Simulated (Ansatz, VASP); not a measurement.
# Cross-check of Cu (Copper) between VASP and Ansatz, part 2 of 2

Wanted: the spread between two codes on one cell, functional and k mesh. The cell is taken from a series of runs on this material, whose earlier steps may have relaxed, scaled, displaced or heated it; both programs get it as it stands.

VASP 6.6.1 and Ansatz 0.2.0.

So far: The structure; Ansatz: elastic constants, LDA.

## Step 3: VASP: elastic constants, LDA

Level of this step: LDA; plane waves and PAW (Cu) (VASP).

The same cell, functional (in two slightly different forms), mesh and smearing now go to VASP, with its own data sets.

Lines of VASP's logs that name or quote its potential files are left out, and so is its time.

Contents of INCAR:

```
SYSTEM = Cu
PREC = Accurate
ENCUT = 600
EDIFF = 1E-08
NELM = 120
ISMEAR = -1
SIGMA = 0.15
LREAL = .FALSE.
ALGO = Normal
GGA = CA
NBANDS = 11
LASPH = .TRUE.
LORBIT = 11
LWAVE = .FALSE.
LCHARG = .FALSE.
ISIF = 3
IBRION = 6
NFREE = 2
POTIM = 0.015
NSW = 1
GGA_COMPAT = .FALSE.
```

Contents of POSCAR:

```
Cu
1.0
    0.0000000000      1.8075000000      1.8075000000
    1.8075000000      0.0000000000      1.8075000000
    1.8075000000      1.8075000000      0.0000000000
Cu
1
Direct
    0.0000000000      0.0000000000      0.0000000000
```

Contents of KPOINTS:

```
Automatic mesh
0
Gamma
10 10 10
0 0 0
```

The projector-augmented-wave data sets are Cu (LDA family, release 64).

Launch:

```sh
$ mpirun -np 1 vasp_std
```

Numbers of over 12 decimals in the logs are rounded to 6 here.

Output:

```text
[banner, memory and clock lines left out]
running    1 mpi-ranks, on    1 nodes
 distrk:  each k-point on    1 cores,    1 groups
 distr:  one band on    1 cores,    1 groups

 POSCAR found type information on POSCAR Cu
 POSCAR found :  1 types and       1 ions
 LDA part: xc-table for (Slater(with rela. corr.)+CA(PZ))
 , standard interpolation
 POSCAR, INCAR and KPOINTS ok, starting setup
 FFT: planning ... GRIDC
 FFT: planning ... GRID_SOFT
 FFT: planning ... GRID
 WAVECAR not read
 entering main loop
       N       E                     dE             d eps       ncg     rms          rms(c)
DAV:   1     0.439515018875E+02    0.43952E+02   -0.58973E+03  1098   0.188E+03
DAV:   2    -0.414389024200E+01   -0.48095E+02   -0.45050E+02  1055   0.214E+02
DAV:   3    -0.566274935174E+01   -0.15189E+01   -0.14986E+01  1207   0.464E+01
DAV:   4    -0.567333542945E+01   -0.10586E-01   -0.10584E-01  1159   0.339E+00
DAV:   5    -0.567344694189E+01   -0.11151E-03   -0.11151E-03  1177   0.347E-01    0.799E+00
DAV:   6    -0.512457935071E+01    0.54887E+00   -0.16919E+01  1190   0.864E+01    0.428E+00
DAV:   7    -0.469174044589E+01    0.43284E+00   -0.27673E+00  1190   0.350E+01    0.566E-01
DAV:   8    -0.467853203981E+01    0.13208E-01   -0.66799E-03  1221   0.143E+00    0.315E-01
DAV:   9    -0.467668783460E+01    0.18442E-02   -0.97963E-03  1199   0.184E+00    0.172E-02
DAV:  10    -0.467669753155E+01   -0.96969E-05   -0.33966E-05  1495   0.992E-02    0.472E-03
DAV:  11    -0.467669972556E+01   -0.21940E-05   -0.77171E-07  1393   0.955E-03    0.740E-04
DAV:  12    -0.467669971631E+01    0.92443E-08   -0.35210E-08   792   0.316E-03
   1 F= -.46766997E+01 E0= -.46611523E+01  d E =-.310949E-01
[... from here on, the cycles between the ionic steps are left out ...]
   2 F= -.46627776E+01 E0= -.46471516E+01  d E =-.312520E-01
   3 F= -.46881044E+01 E0= -.46726647E+01  d E =-.308794E-01
   7 F= -.46881044E+01 E0= -.46726647E+01  d E =-.308794E-01
   8 F= -.46762169E+01 E0= -.46607382E+01  d E =-.309573E-01
   9 F= -.46762168E+01 E0= -.46607382E+01  d E =-.309572E-01
  10 F= -.46762169E+01 E0= -.46607382E+01  d E =-.309573E-01
  11 F= -.46762168E+01 E0= -.46607382E+01  d E =-.309572E-01
  12 F= -.46762169E+01 E0= -.46607382E+01  d E =-.309572E-01
  13 F= -.46762168E+01 E0= -.46607382E+01  d E =-.309572E-01
  14 F= -.46767008E+01 E0= -.46611533E+01  d E =-.310951E-01
 Finite differences progress:
  Degree of freedom:   7/  7
  Displacement:        1/  2
  Total:              13/ 14
 bond charge predicted
       N       E                     dE             d eps       ncg     rms          rms(c)
DAV:   1    -0.467435643754E+01    0.23443E-02   -0.48932E+00  1184   0.185E+01    0.153E-01
DAV:   2    -0.467728682252E+01   -0.29304E-02   -0.36233E-02  1046   0.221E+00    0.102E-01
DAV:   3    -0.467693373005E+01    0.35309E-03   -0.12966E-03  1311   0.619E-01    0.655E-02
DAV:   4    -0.467670706458E+01    0.22667E-03   -0.44093E-04  1282   0.207E-01    0.196E-02
DAV:   5    -0.467670054594E+01    0.65186E-05   -0.58973E-05  1240   0.156E-01    0.306E-03
DAV:   6    -0.467670078090E+01   -0.23496E-06   -0.57801E-07  1498   0.122E-02    0.120E-03
DAV:   7    -0.467670078036E+01    0.54047E-09   -0.11516E-07  1115   0.698E-03    0.209E-04
DAV:   8    -0.467670078226E+01   -0.19015E-08   -0.41733E-09   640   0.131E-03
  15 F= -.46767008E+01 E0= -.46611533E+01  d E =-.310950E-01
 Finite differences progress:
  Degree of freedom:   7/  7
  Displacement:        2/  2
  Total:              14/ 14
```

From OUTCAR (step 3):

```text
ion  position               nearest neighbor table
   1  0.000  0.000  0.000-

  LATTYP: Found a face centered cubic cell.
 ALAT       =     3.6150000000

 Subroutine GETGRP returns: Found 48 space group operations
 (whereof 48 operations were pure point group operations)

The static configuration has the point symmetry O_h .

 Found     47 irreducible k-points:

   k-points           NKPTS =     47   k-points in BZ     NKDIM =     47   number of bands    NBANDS=     11

   dimension x,y,z NGX =    20 NGY =   20 NGZ =   20
   dimension x,y,z NGXF=    40 NGYF=   40 NGZF=   40

   ENCUT  =  600.0 eV  44.10 Ry    6.64 a.u.   5.11  5.11  5.11*2*pi/ulx,y,z

   NELECT =      11.0000    total number of electrons

 k-points in reciprocal lattice and weights: Automatic mesh
   0.00000000  0.00000000  0.00000000       0.001
   0.10000000  0.00000000  0.00000000       0.008
   0.20000000  0.00000000  0.00000000       0.008
   0.30000000  0.00000000  0.00000000       0.008
   0.40000000  0.00000000  0.00000000       0.008
   0.50000000  0.00000000  0.00000000       0.004
   0.10000000  0.10000000  0.00000000       0.006
   0.20000000  0.10000000  0.00000000       0.024
   0.30000000  0.10000000  0.00000000       0.024
[...]
-0.30000000  0.40000000  0.20000000       0.024
  -0.30000000  0.50000000  0.20000000       0.012

 average (electrostatic) potential at core
       1 -64.6086

 E-fermi :   7.2773

 k-point     1 :       0.0000    0.0000    0.0000
  band No.  band energies     occupation
    ...
      2       4.2537      2.00000
      3       4.2537      2.00000
      4       4.2537      2.00000
      5       5.0910      2.00000
      6       5.0910      2.00000
      7      30.0238      0.00000
      8      32.4825      0.00000
      9      32.4825      0.00000
     10      32.4825      0.00000
     11      35.0196      0.00000

 k-point     2 :       0.1000    0.0000    0.0000
  band No.  band energies     occupation
    ...
      2       4.1808      2.00000
      3       4.3184      2.00000
      4       4.3184      2.00000
      5       5.0683      2.00000
      6       5.0683      2.00000
      7      27.4124      0.00000
      8      30.7203      0.00000
      9      31.5904      0.00000
     10      31.5904      0.00000
     11      36.4063      0.00000

 k-point     3 :       0.2000    0.0000    0.0000
  band No.  band energies     occupation
    ...
      2       4.0359      2.00000
      3       4.4165      2.00000
      4       4.4165      2.00000
      5       5.0892      2.00000
      6       5.0892      2.00000
      7      22.2520      0.00000
      8      30.2597      0.00000
      9      30.4797      0.00000
     10      30.4797      0.00000
     11      36.9296      0.00000

  Total       -0.8464904     -0.8464904     -0.8464904      0.0000000     -0.0000000      0.0000000
  in kB     -114.8332581   -114.8332581   -114.8332581      0.0000000     -0.0000000      0.0000000
  external PRESSURE =    -114.8332581 kB  Pullay stress =       0.0000000 kB

  energy-cutoff  :      600.00
  volume of cell :       11.81
      direct lattice vectors                 reciprocal lattice vectors
     0.000000000  1.807500000  1.807500000    -0.276625173  0.276625173  0.276625173
     1.807500000  0.000000000  1.807500000     0.276625173 -0.276625173  0.276625173
     1.807500000  1.807500000  0.000000000     0.276625173  0.276625173 -0.276625173

 POSITION                                       TOTAL-FORCE (eV/Angst)
 -----------------------------------------------------------------------------------
     -0.01500      0.00000      0.00000         0.000000      0.000000      0.000000
 -----------------------------------------------------------------------------------
    total drift:                               -0.000096      0.000000      0.000000

  FREE ENERGIE OF THE ION-ELECTRON SYSTEM (eV)
  ---------------------------------------------------
  free  energy   TOTEN  =        -4.6767007823 eV

  energy  without entropy=       -4.6456057437  energy(sigma->0) =       -4.66115326

  SYMMETRIZED ELASTIC MODULI (kBar)
 Direction    XX          YY          ZZ          XY          YZ          ZX
 --------------------------------------------------------------------------------
 XX        1633.9230   1191.2708   1191.2708     -0.0000      0.0000      0.0000
 YY        1191.2708   1633.9230   1191.2708      0.0000      0.0000      0.0000
 ZZ        1191.2708   1191.2708   1633.9230      0.0000      0.0000     -0.0000
 XY          -0.0000      0.0000      0.0000    590.7930      0.0000      0.0000
 YZ           0.0000      0.0000      0.0000      0.0000    590.7930      0.0000
 ZX           0.0000      0.0000     -0.0000      0.0000      0.0000    590.7930
 --------------------------------------------------------------------------------

 Eigenvectors and eigenvalues of the dynamical matrix
 ----------------------------------------------------

   1 f/i=    0.000000 THz     0.000000 2PiTHz    0.000000 cm-1     0.000000 meV
             X         Y         Z           dx          dy          dz
      0.000000  0.000000  0.000000     1.000000    0.000000    0.000000

   2 f/i=    0.000000 THz     0.000000 2PiTHz    0.000000 cm-1     0.000000 meV
             X         Y         Z           dx          dy          dz
      0.000000  0.000000  0.000000     0.000000    1.000000    0.000000

   3 f/i=    0.000000 THz     0.000000 2PiTHz    0.000000 cm-1     0.000000 meV
             X         Y         Z           dx          dy          dz
      0.000000  0.000000  0.000000     0.000000    0.000000    1.000000

 ELASTIC MODULI CONTR FROM IONIC RELAXATION (kBar)
 Direction    XX          YY          ZZ          XY          YZ          ZX
 --------------------------------------------------------------------------------
 XX           0.0000      0.0000      0.0000      0.0000      0.0000      0.0000
 YY           0.0000      0.0000      0.0000      0.0000      0.0000      0.0000
 ZZ           0.0000      0.0000      0.0000      0.0000      0.0000      0.0000
 XY           0.0000      0.0000      0.0000      0.0000      0.0000      0.0000
 YZ           0.0000      0.0000      0.0000      0.0000      0.0000      0.0000
 ZX           0.0000      0.0000      0.0000      0.0000      0.0000      0.0000
 --------------------------------------------------------------------------------

 TOTAL ELASTIC MODULI (kBar)
 Direction    XX          YY          ZZ          XY          YZ          ZX
 --------------------------------------------------------------------------------
 XX        1633.9230   1191.2708   1191.2708     -0.0000      0.0000      0.0000
 YY        1191.2708   1633.9230   1191.2708      0.0000      0.0000      0.0000
 ZZ        1191.2708   1191.2708   1633.9230      0.0000      0.0000     -0.0000
 XY          -0.0000      0.0000      0.0000    590.7930      0.0000      0.0000
 YZ           0.0000      0.0000      0.0000      0.0000    590.7930      0.0000
 ZX           0.0000      0.0000     -0.0000      0.0000      0.0000    590.7930
 --------------------------------------------------------------------------------

 total charge
# of ion       s       p       d       tot
------------------------------------------
    1        0.452   0.384   9.175  10.011

[... 3 further parts left out ...]
```

The last energy, forces, stress and levels in OUTCAR belong to the last displaced cell, not to the cell of POSCAR.

Levels, forces or a CONTCAR printed for this step are those of its last displaced cell, not of the structure at rest.

## Step 4: Side by side

Known differences besides the potentials themselves: the two LDA forms differ slightly; the data sets hold 19 valence electrons in Ansatz (on its default PAW (the set named soft_2) files) and 11 in VASP; the cutoff is 260 eV in Ansatz and 600 eV in VASP; VASP's log shows a relativistic correction to its local exchange, Ansatz's none; VASP takes each elastic constant from one size of strain, Ansatz from those that its log lists; Ansatz's log warns that its cutoff lies below the recommended one. Total energies have different zeros and are not compared.

The two programs side by side:

```tsv
quantity	Ansatz	VASP	difference
C11 (GPa)	277.9	163.4	+70.07 %
C22 (GPa)	277.9	163.4	+70.07 %
C33 (GPa)	277.9	163.4	+70.07 %
C12 (GPa)	214.5	119.1	+80.09 %
C13 (GPa)	214.5	119.1	+80.09 %
C23 (GPa)	214.5	119.1	+80.09 %
C44 (GPa)	111.7	59.1	+89.05 %
C55 (GPa)	111.7	59.1	+89.05 %
C66 (GPa)	111.7	59.1	+89.05 %
```

## Step 5: Further runs

Further runs change the set-up of one program: Ansatz's method, potentials or start, or VASP's data sets, cutoff or form of LDA. The table gives Ansatz less VASP for each quantity, since a change that brings one quantity closer may part another.

```tsv
run	C11 (%)	C22 (%)	C33 (%)	C12 (%)	C13 (%)	C23 (%)
as above	70	70	70	80	80	80
VASP with the data sets Cu_sv_GW and a cutoff of 700 eV	48	48	48	71	71	71
```

## Step 6: What came out

| Item | Value |
| --- | --- |
| difference in C44 (elastic constants, LDA) | 89 % |

What this shows: The difference in C44 is 89 % (elastic constants, LDA), beyond the 5 % picked in this series as the mark of a large difference. The data sets hold unlike numbers of valence electrons (19 in Ansatz and 11 in VASP), so part of the differences comes from the potentials. Elastic constants, LDA, VASP with the data sets Cu_sv_GW and a cutoff of 700 eV: the difference in C11 goes from 70 to 48 %; the difference in C22 goes from 70 to 48 %; the difference in C33 goes from 70 to 48 %. Such differences can come from data sets, numerical settings and the points named under the comparisons, not from the functional's error against experiment.

[Lines on the potential files, build, host, timing and source positions are cut from VASP's logs without a mark.]

[Logs are printed without paths, hosts, clocks, repeated set-up lines and the standing remarks that a program may print on its own settings, such as how far it seeks lower states.]

[Hosts, paths, dates, database ids (printed as entryN), source tags and the programs' standing remarks are cut or masked in the printed files.]
